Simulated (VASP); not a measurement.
Data:

```
Mg
1.0
    1.61908    -2.80433     0.00000
    1.61908     2.80433     0.00000
    0.00000     0.00000     5.16240
Mg
2
Direct
  0.33333   0.66667   0.25000
  0.66667   0.33333   0.75000
```

The numbers are results of revPBE GGA, VASP's PBE PAW potentials (set 64) (plane waves; VASP), not measurements. Numerical set-up: 520 eV cut-off, Gaussian smearing of 0.050 eV, potentials Mg.

Q: Give the energies of bands 1 to 5 at the high-symmetry points, in eV from the Fermi level.

A: 
```json
[
 {"band": "1", "Γ": "-6.87", "M": "-2.20", "K": "-0.70", "A": "-5.46", "L": "-1.14", "H": "0.12"},
 {"band": "2", "Γ": "-1.60", "M": "-2.19", "K": "-0.69", "A": "-5.46", "L": "-1.14", "H": "0.12"},
 {"band": "3", "Γ": "-1.08", "M": "2.62", "K": "-0.69", "A": "5.22", "L": "-0.49", "H": "0.61"},
 {"band": "4", "Γ": "10.61", "M": "3.00", "K": "4.06", "A": "5.22", "L": "-0.49", "H": "0.61"},
 {"band": "5", "Γ": "10.62", "M": "3.34", "K": "4.06", "A": "11.37", "L": "7.79", "H": "1.45"}
]
```

It has no gap at this level: it comes out as a metal or semimetal.

The compound is Mg in the hcp structure. It was relaxed first.
